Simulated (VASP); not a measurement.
All values below come from modified Becke-Johnson potential (mBJ), VASP's PBE PAW potentials (set 64) (plane waves; VASP).

The input files of a VASP run:

File KPOINTS:
```
Automatic mesh
0
Gamma
4 4 6
0 0 0
```

KPOINTS_OPT:
```
k-points along high-symmetry lines
7
Line-mode
Reciprocal
  0.000000   0.000000   0.000000 ! GAMMA
  0.000000   0.500000   0.000000 ! X

  0.000000   0.500000   0.000000 ! X
  0.500000   0.500000   0.000000 ! M

  0.500000   0.500000   0.000000 ! M
  0.000000   0.000000   0.000000 ! GAMMA

  0.000000   0.000000   0.000000 ! GAMMA
  0.000000   0.000000   0.500000 ! Z

  0.000000   0.000000   0.500000 ! Z
  0.000000   0.500000   0.500000 ! R

  0.000000   0.500000   0.500000 ! R
  0.500000   0.500000   0.500000 ! A

  0.500000   0.500000   0.500000 ! A
  0.000000   0.000000   0.500000 ! Z

  0.000000   0.500000   0.000000 ! X
  0.000000   0.500000   0.500000 ! R

  0.500000   0.500000   0.000000 ! M
  0.500000   0.500000   0.500000 ! A
```

INCAR:
```
SYSTEM=SnO2
PREC=Accurate; ENCUT=520; LREAL=.False.
LASPH=.True.
EDIFF=1E-6; NELM=200; ALGO=Normal
LMAXMIX=4; LMIXTAU=.True.
ISMEAR=0; SIGMA=0.05
METAGGA=MBJ
ISIF=0
LWAVE=.False.; LCHARG=.False.
```

POSCAR:
```
SnO2
1
    4.8327062193     0.0000000000     0.0000000000
    0.0000000000     4.8327062193     0.0000000000
    0.0000000000     0.0000000000     3.2408334566
Sn O
2 4
Direct
  0.0000000000   0.0000000000   1.0000000000
  0.5000000000   0.5000000000   0.5000000000
  0.3065849554   0.3065849554   0.0000000000
  0.8065849554   0.1934150446   0.5000000000
  0.1934150446   0.8065849554   0.5000000000
  0.6934150446   0.6934150446   0.0000000000
```

POTCAR, in this order: Sn_d O (PBE.64 set). Program: vasp_std. Read from the step before: WAVECAR.

Output

**OSZICAR**
```
       N       E                     dE             d eps       ncg     rms          rms(c)
DAV:   1     0.607527288369E+03    0.60753E+03   -0.48714E+00  2016   0.204E+01    0.201E+00
DAV:   2     0.605410609192E+03   -0.21167E+01   -0.13023E+01  1694   0.359E+01    0.436E+00
DAV:   3     0.605220830838E+03   -0.18978E+00   -0.82542E-01  1579   0.642E+00    0.466E+00
DAV:   4     0.604419599642E+03   -0.80123E+00   -0.35365E-01  2024   0.474E+00    0.475E+00
DAV:   5     0.605514761220E+03    0.10952E+01   -0.23766E-01  2146   0.481E+00    0.445E+00
DAV:   6     0.605934122642E+03    0.41936E+00   -0.34935E-02  2202   0.159E+00    0.460E+00
DAV:   7     0.606760541072E+03    0.82642E+00   -0.79295E-02  2197   0.244E+00    0.513E+00
DAV:   8     0.608674933046E+03    0.19144E+01   -0.39924E-01  2157   0.596E+00    0.724E+00
DAV:   9     0.609002195183E+03    0.32726E+00   -0.13355E-01  1997   0.293E+00    0.816E+00
DAV:  10     0.608953204842E+03   -0.48990E-01   -0.28069E-02  1768   0.145E+00    0.841E+00
DAV:  11     0.609335398192E+03    0.38219E+00   -0.46276E-02  2175   0.199E+00    0.916E+00
DAV:  12     0.609529949538E+03    0.19455E+00   -0.42942E-02  2348   0.179E+00    0.985E+00
DAV:  13     0.609490016575E+03   -0.39933E-01   -0.55358E-03  1708   0.609E-01    0.996E+00
DAV:  14     0.609726500598E+03    0.23648E+00   -0.34341E-03  1791   0.723E-01    0.968E+00
DAV:  15     0.609623637419E+03   -0.10286E+00   -0.15790E-01  1887   0.419E+00    0.788E+00
DAV:  16     0.610147616678E+03    0.52398E+00   -0.97764E-02  2288   0.260E+00    0.662E+00
DAV:  17     0.610660503476E+03    0.51289E+00   -0.14990E-01  1935   0.289E+00    0.518E+00
DAV:  18     0.611631286419E+03    0.97078E+00   -0.28374E-01  1928   0.456E+00    0.280E+00
DAV:  19     0.612882556327E+03    0.12513E+01   -0.16178E-01  1958   0.287E+00    0.127E+00
DAV:  20     0.613127342392E+03    0.24479E+00   -0.33050E-02  1831   0.151E+00    0.756E-01
DAV:  21     0.613434795613E+03    0.30745E+00   -0.40562E-03  1882   0.478E-01    0.544E-01
DAV:  22     0.613778724136E+03    0.34393E+00   -0.88513E-03  1816   0.721E-01    0.230E-01
DAV:  23     0.613770926541E+03   -0.77976E-02   -0.54396E-03  1995   0.625E-01    0.281E-02
DAV:  24     0.613848457443E+03    0.77531E-01   -0.24731E-04  1745   0.115E-01    0.436E-02
DAV:  25     0.613820545175E+03   -0.27912E-01   -0.92656E-05  1814   0.824E-02    0.166E-02
DAV:  26     0.613825849749E+03    0.53046E-02   -0.32629E-05  1671   0.495E-02    0.205E-02
DAV:  27     0.613804833555E+03   -0.21016E-01   -0.28363E-05  1670   0.456E-02    0.843E-03
DAV:  28     0.613811394458E+03    0.65609E-02   -0.10166E-05  1600   0.300E-02    0.791E-03
DAV:  29     0.613800848444E+03   -0.10546E-01   -0.23830E-06  1164   0.173E-02    0.176E-03
DAV:  30     0.613804305898E+03    0.34575E-02   -0.62180E-07   849   0.940E-03    0.119E-03
DAV:  31     0.613803565794E+03   -0.74010E-03   -0.24644E-07   835   0.485E-03    0.598E-04
DAV:  32     0.613803357110E+03   -0.20868E-03   -0.72536E-08   849   0.326E-03    0.371E-04
DAV:  33     0.613802704665E+03   -0.65244E-03   -0.27791E-08   849   0.205E-03    0.157E-04
DAV:  34     0.613802525210E+03   -0.17946E-03   -0.14589E-08   835   0.166E-03    0.150E-04
DAV:  35     0.613802627089E+03    0.10188E-03   -0.86912E-09   828   0.858E-04    0.108E-04
DAV:  36     0.613802562352E+03   -0.64737E-04   -0.26023E-09   821   0.536E-04    0.936E-05
DAV:  37     0.613802607655E+03    0.45302E-04   -0.12739E-09   828   0.281E-04    0.941E-05
DAV:  38     0.613802652945E+03    0.45290E-04   -0.80997E-10   814   0.274E-04    0.824E-05
DAV:  39     0.613802581044E+03   -0.71900E-04   -0.11091E-09   828   0.255E-04    0.277E-05
DAV:  40     0.613802606137E+03    0.25092E-04   -0.41055E-10   814   0.188E-04    0.130E-05
DAV:  41     0.613802595229E+03   -0.10908E-04   -0.21759E-10   828   0.107E-04    0.778E-06
DAV:  42     0.613802592180E+03   -0.30489E-05   -0.11420E-10   814   0.992E-05    0.344E-06
DAV:  43     0.613802599027E+03    0.68471E-05   -0.78020E-11   828   0.644E-05    0.619E-06
DAV:  44     0.613802596725E+03   -0.23020E-05   -0.48952E-11   828   0.503E-05    0.419E-06
DAV:  45     0.613802594877E+03   -0.18483E-05   -0.30737E-11   828   0.319E-05    0.337E-06
DAV:  46     0.613802592791E+03   -0.20862E-05   -0.14985E-11   828   0.297E-05    0.263E-06
DAV:  47     0.613802592779E+03   -0.12182E-07   -0.13555E-11   828   0.188E-05
   1 F= 0.61380259E+03 E0= 0.61380259E+03  d E =-.626873E-12
       N       E                     dE             ncg
       N       E                     dE             ncg
       N       E                     dE             ncg
```

**OUTCAR**
```
------------------------ aborting loop because EDIFF is reached ----------------------------------------
  volume of cell :       75.69
      direct lattice vectors                 reciprocal lattice vectors
     4.832706219  0.000000000  0.000000000     0.206923400  0.000000000  0.000000000
     0.000000000  4.832706219  0.000000000     0.000000000  0.206923400  0.000000000
     0.000000000  0.000000000  3.240833457     0.000000000  0.000000000  0.308562601
 POSITION                                       TOTAL-FORCE (eV/Angst)
 -----------------------------------------------------------------------------------
      0.00000      0.00000      0.00000        -0.000000      0.000000     -0.000000
      2.41635      2.41635      1.62042        -0.000000      0.000000     -0.000000
      1.48164      1.48164      0.00000        -0.100439     -0.100439      0.000000
      3.89799      0.93472      1.62042        -0.100439      0.100439     -0.000000
      0.93472      3.89799      1.62042         0.100439     -0.100439     -0.000000
      3.35107      3.35107      0.00000         0.100439      0.100439     -0.000000
 -----------------------------------------------------------------------------------
    total drift:                                0.000000      0.000000      0.000000
  FREE ENERGIE OF THE ION-ELECTRON SYSTEM (eV)
  ---------------------------------------------------
  free  energy   TOTEN  =       613.8025927787 eV

  energy  without entropy=      613.8025927787  energy(sigma->0) =      613.80259278

     CMBJ =    1.0000

     CMBJA=   -0.0120

     CMBJB=    1.0230

     CMBJE=    0.5000

    CMBJ =    1.4196
```
(Selected blocks of OUTCAR.)

### OUTCAR
```
 val. band max:        5.9069301994   @ k =   0.0000   0.0000   0.0000

 cond. band min:       8.3938298293   @ k =   0.0000   0.0000   0.0000


 Fermi energy:         6.1303445421

 k-point     1 :       0.0000    0.0000    0.0000
  band No.  band energies     occupation
      1     -15.4222      2.00000
      2     -14.5286      2.00000
      3     -14.3976      2.00000
      4     -14.3976      2.00000
      5     -14.1687      2.00000
      6     -14.0849      2.00000
      7     -13.9852      2.00000
      8     -13.9320      2.00000
      9     -13.8760      2.00000
     10     -13.8760      2.00000
     11     -13.2936      2.00000
     12     -12.1276      2.00000
     13     -12.1276      2.00000
     14     -10.4906      2.00000
     15      -1.0597      2.00000
     16       2.5565      2.00000
     17       2.5565      2.00000
     18       2.6287      2.00000
     19       3.5082      2.00000
     20       4.1568      2.00000
     21       4.2822      2.00000
     22       4.9409      2.00000
     23       4.9409      2.00000
     24       5.1974      2.00000
     25       5.1974      2.00000
     26       5.9069      2.00000
     27       8.3938      0.00000
     28      13.5212      0.00000
     29      14.2151      0.00000
     30      14.2151      0.00000
     31      18.1039      0.00000

 k-point     2 :       0.2500    0.0000    0.0000
  band No.  band energies     occupation
      1     -15.3282      2.00000
      2     -14.7141      2.00000
      3     -14.3969      2.00000
      4     -14.3969      2.00000
      5     -14.1553      2.00000
      6     -14.0927      2.00000
      7     -13.9768      2.00000
      8     -13.9389      2.00000
      9     -13.8772      2.00000
     10     -13.8771      2.00000
     11     -13.1682      2.00000
     12     -12.3487      2.00000
     13     -11.8101      2.00000
     14     -10.6680      2.00000
     15      -0.6984      2.00000
     16       1.7004      2.00000
     17       2.8212      2.00000
...
```

mBJ is a potential without an energy functional, so only the levels count. Unless said otherwise, spin-orbit coupling is left out, though it shifts the bands of the heavy elements here.

The compound is SnO2 in the rutile structure. It was relaxed first, which changed the volume by +6 %. The cell's shape comes from a PBE relaxation.
